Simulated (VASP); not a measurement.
Consider the following.

```
CELL_PARAMETERS angstrom
      9.17585    -4.80660     0.00041
      9.17585     4.80660     0.00041
      6.65764     0.00000     7.93570
ATOMIC_POSITIONS crystal
  Al 0.17600 0.17600 0.17600
  Al 0.07400 0.07400 0.07400
  Al 0.32359 0.32085 0.32699
  Al 0.42600 0.42600 0.92600
  Al 0.17600 0.17600 0.67600
  Al 0.07400 0.07400 0.57400
  Al 0.32400 0.32400 0.82400
  Al 0.42600 0.92600 0.42600
  Al 0.17600 0.67600 0.17600
  Al 0.07400 0.57400 0.07400
  Al 0.32400 0.82400 0.32400
  Al 0.42600 0.92600 0.92600
  Al 0.17600 0.67600 0.67600
  Al 0.07854 0.57110 0.56790
  Al 0.32400 0.82400 0.82400
  Al 0.92600 0.42600 0.42600
  Al 0.67600 0.17600 0.17600
  Al 0.57400 0.07400 0.07400
  Al 0.82400 0.32400 0.32400
  Al 0.92600 0.42600 0.92600
  Al 0.67600 0.17600 0.67600
  Al 0.56946 0.07735 0.57445
  Al 0.82400 0.32400 0.82400
  Al 0.92600 0.92600 0.42600
  Al 0.67600 0.67600 0.17600
  Al 0.57637 0.57210 0.07260
  Al 0.82400 0.82400 0.32400
  Al 0.92600 0.92600 0.92600
  Al 0.67600 0.67600 0.67600
  Al 0.57400 0.57400 0.57400
  Al 0.82400 0.82400 0.82400
  O  0.22200 0.02800 0.37500
  O  0.02800 0.37500 0.22200
  O  0.27800 0.47200 0.12500
  O  0.12500 0.27800 0.47200
  O  0.47200 0.12500 0.27800
  O  0.37500 0.22200 0.02800
  O  0.22200 0.02800 0.87500
  O  0.02800 0.37500 0.72200
  O  0.28056 0.46409 0.62632
  O  0.12500 0.27800 0.97200
  O  0.47200 0.12500 0.77800
  O  0.37400 0.22518 0.53053
  O  0.21735 0.52929 0.37542
  O  0.02800 0.87500 0.22200
  O  0.27800 0.97200 0.12500
  O  0.12500 0.77800 0.47200
  O  0.48030 0.62477 0.27331
  O  0.37500 0.72200 0.02800
  O  0.22200 0.52800 0.87500
  O  0.02800 0.87500 0.72200
  O  0.27800 0.97200 0.62500
  O  0.12500 0.77800 0.97200
  O  0.47200 0.62500 0.77800
  O  0.37500 0.72200 0.52800
  O  0.72200 0.02800 0.37500
  O  0.53468 0.37202 0.21870
  O  0.77800 0.47200 0.12500
  O  0.62863 0.27392 0.47173
  O  0.97200 0.12500 0.27800
  O  0.87500 0.22200 0.02800
  O  0.72200 0.02800 0.87500
  O  0.52800 0.37500 0.72200
  O  0.77800 0.47200 0.62500
  O  0.62500 0.27800 0.97200
  O  0.97200 0.12500 0.77800
  O  0.87500 0.22200 0.52800
  O  0.72200 0.52800 0.37500
  O  0.52800 0.87500 0.22200
  O  0.77800 0.97200 0.12500
  O  0.62500 0.77800 0.47200
  O  0.97200 0.62500 0.27800
  O  0.87500 0.72200 0.02800
  O  0.72200 0.52800 0.87500
  O  0.52800 0.87500 0.72200
  O  0.77800 0.97200 0.62500
  O  0.62500 0.77800 0.97200
  O  0.97200 0.62500 0.77800
  O  0.87500 0.72200 0.52800
```
Cell charge -1.

All values below come from PBE GGA, VASP's PBE PAW potentials (set 64) (plane waves; VASP). Settings: PREC = Normal, LREAL = Auto, ISYM = 0, NELECT = 382.0, EDIFF = 1E-5, 400 eV cut-off, 1×1×1 Γ-centred mesh, Gaussian smearing of 0.050 eV, potentials Al O. Starting moments (MAGMOM): 79*0.0253. The cell's moment is fixed (NUPDOWN = 2).

At this cut-off the stress carries a Pulay error, which pulls relaxed volumes low. The cell is charged, with a uniform compensating background. The supercell is sampled at Γ alone, which is coarse: total energies, pressure and levels can be off, energies of defects by several tenths of an eV.

### Question
The ions are relaxed. What does this cell relax into?

### Answer

```
CELL_PARAMETERS angstrom
      9.17585    -4.80660     0.00041
      9.17585     4.80660     0.00041
      6.65764     0.00000     7.93570
ATOMIC_POSITIONS crystal
  Al 0.17632 0.17564 0.17602
  Al 0.07408 0.07369 0.07379
  Al 0.33085 0.33054 0.33050
  Al 0.42434 0.42725 0.92803
  Al 0.17356 0.17590 0.67724
  Al 0.07599 0.07455 0.57246
  Al 0.32477 0.32240 0.82440
  Al 0.42752 0.92807 0.42410
  Al 0.17623 0.67721 0.17317
  Al 0.07495 0.57226 0.07570
  Al 0.32306 0.82405 0.32451
  Al 0.42797 0.92445 0.92459
  Al 0.17649 0.67611 0.67689
  Al 0.08784 0.56840 0.56429
  Al 0.32576 0.82356 0.82318
  Al 0.92835 0.42403 0.42730
  Al 0.67749 0.17327 0.17604
  Al 0.57274 0.07568 0.07467
  Al 0.82472 0.32436 0.32258
  Al 0.92500 0.42742 0.92454
  Al 0.67730 0.17607 0.67633
  Al 0.56466 0.08750 0.56857
  Al 0.82343 0.32543 0.82359
  Al 0.92492 0.92440 0.42758
  Al 0.67676 0.67690 0.17608
  Al 0.56897 0.56434 0.08748
  Al 0.82376 0.82311 0.32553
  Al 0.92672 0.92641 0.92646
  Al 0.67736 0.67712 0.67719
  Al 0.57418 0.57376 0.57385
  Al 0.82532 0.82479 0.82478
  O  0.22233 0.02757 0.37427
  O  0.02817 0.37396 0.22202
  O  0.27694 0.47226 0.12504
  O  0.12539 0.27661 0.47226
  O  0.47250 0.12511 0.27674
  O  0.37448 0.22183 0.02784
  O  0.22083 0.02709 0.87596
  O  0.02764 0.37542 0.72147
  O  0.26036 0.47578 0.64272
  O  0.12402 0.27818 0.97272
  O  0.47100 0.12488 0.77885
  O  0.37015 0.20858 0.53305
  O  0.20885 0.53302 0.36975
  O  0.02741 0.87588 0.22050
  O  0.27882 0.97246 0.12372
  O  0.12547 0.77857 0.47053
  O  0.47672 0.64244 0.25997
  O  0.37587 0.72141 0.02738
  O  0.22164 0.53003 0.87685
  O  0.02864 0.87535 0.72161
  O  0.27740 0.96643 0.62641
  O  0.12510 0.77936 0.97116
  O  0.47250 0.62473 0.77805
  O  0.37601 0.72080 0.52694
  O  0.72174 0.02733 0.37557
  O  0.53332 0.36989 0.20859
  O  0.77931 0.47050 0.12497
  O  0.64301 0.25995 0.47614
  O  0.97306 0.12343 0.27849
  O  0.87621 0.22049 0.02721
  O  0.72205 0.02821 0.87548
  O  0.52724 0.37556 0.72101
  O  0.77827 0.47222 0.62476
  O  0.62662 0.27717 0.96651
  O  0.97143 0.12475 0.77943
  O  0.87721 0.22130 0.53020
  O  0.72139 0.52686 0.37562
  O  0.53055 0.87681 0.22137
  O  0.77964 0.97120 0.12481
  O  0.62493 0.77803 0.47232
  O  0.96669 0.62634 0.27712
  O  0.87587 0.72160 0.02822
  O  0.72108 0.52826 0.87642
  O  0.52861 0.87640 0.72078
  O  0.78019 0.96942 0.62624
  O  0.62672 0.77974 0.96946
  O  0.96993 0.62616 0.77970
  O  0.87672 0.72066 0.52828
```
Cell charge -1. The cell ends with 2.00 μB, on the first 30 sites 0.00 0.00 0.00 0.00 0.00 0.00 0.00 0.00 0.00 0.00 0.00 0.00 0.00 0.00 0.00 0.00 0.00 0.00 0.00 0.00 0.00 0.00 0.00 0.00 0.00 0.00 0.00 0.00 0.00 0.00 μB.

### Question
How much energy does the relaxation gain?

### Answer
The energy (σ→0) changes by -19.7 meV/atom, in 14 ionic steps.

| step | E(σ→0) (eV) | max force (eV/Å) | pressure (GPa) | volume (Å³) |
|---|---|---|---|---|
| 1 | -576.3109 | 3.112 | -3.99 | 699.98 |
| 2 | -577.2551 | 1.977 | -2.96 | 699.98 |
| 3 | -577.4098 | 1.103 | -3.38 | 699.98 |
| 4 | -577.7476 | 0.400 | -3.12 | 699.98 |
| 5 | -577.7519 | 0.376 | -3.09 | 699.98 |
| 6 | -577.8325 | 0.213 | -2.96 | 699.98 |
| 7 | -577.8329 | 0.210 | -2.95 | 699.98 |
| 8 | -577.8573 | 0.101 | -2.87 | 699.98 |
| 9 | -577.8573 | 0.102 | -2.87 | 699.98 |
| 10 | -577.8635 | 0.064 | -2.83 | 699.98 |
| 11 | -577.8636 | 0.075 | -2.83 | 699.98 |
| 12 | -577.8658 | 0.035 | -2.82 | 699.98 |
| 13 | -577.8659 | 0.036 | -2.82 | 699.98 |
| 14 | -577.8664 | 0.021 | -2.81 | 699.98 |

The cell is a supercell with a defect, built from Al2O3 (corundum): vac_Al, charge -1.
